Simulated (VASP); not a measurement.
Data:

```yaml
crystal:
  lattice:
    - [5.01174, 2.49482, 2.49482]
    - [2.49482, 5.01174, 2.49482]
    - [2.49482, 2.49482, 5.01174]
  atoms:
    - { symbol: Mn, position: [0.00000, 0.00000, 0.00000] }
    - { symbol: Mn, position: [0.50000, 0.50000, 0.50000] }
    - { symbol: S, position: [0.25000, 0.25000, 0.25000] }
    - { symbol: S, position: [0.75000, 0.75000, 0.75000] }
```

Level of theory: PBEsol GGA with spin-orbit coupling, VASP's PBE PAW potentials (set 64) (plane waves; VASP). Run with 400 eV cut-off, 7×7×7 Γ-centred mesh, Gaussian smearing of 0.050 eV, potentials Mn_pv S. Starting moments (MAGMOM): 0 0 4.0 0 0 -4.0 0 0 0.0 0 0 0.0.

Q: Give the energies of bands 32 to 45 at the high-symmetry points, in eV from the valence-band maximum.

A: 
```tsv
band	Γ	T	H2	L	S0	F
32	-1.63	-2.86	-2.31	-2.45	-2.32	-2.45
33	-1.58	-2.28	-2.25	-2.17	-2.20	-2.25
34	-1.58	-2.28	-2.25	-2.17	-2.20	-2.25
35	-1.55	-0.01	-1.08	-0.70	-1.13	-1.17
36	-1.55	-0.01	-1.08	-0.70	-1.13	-1.17
37	-1.52	0.00	-0.74	-0.68	-0.75	-0.54
38	-1.52	0.00	-0.74	-0.68	-0.75	-0.54
39	0.85	0.73	1.09	0.30	1.05	0.44
40	0.85	0.73	1.09	0.30	1.05	0.44
41	0.85	0.74	1.13	1.44	1.22	1.52
42	0.85	0.74	1.13	1.44	1.22	1.52
43	1.02	0.82	1.50	1.64	1.46	1.65
44	1.02	0.82	1.50	1.64	1.46	1.65
45	2.81	2.10	1.75	1.93	1.70	1.87
```

The gap is indirect, 0.30 eV, from the valence maximum at T to the conduction minimum at L.

The compound is MnS in the rock salt, AFM-II order structure. It was relaxed first, which changed the volume by -11 %.
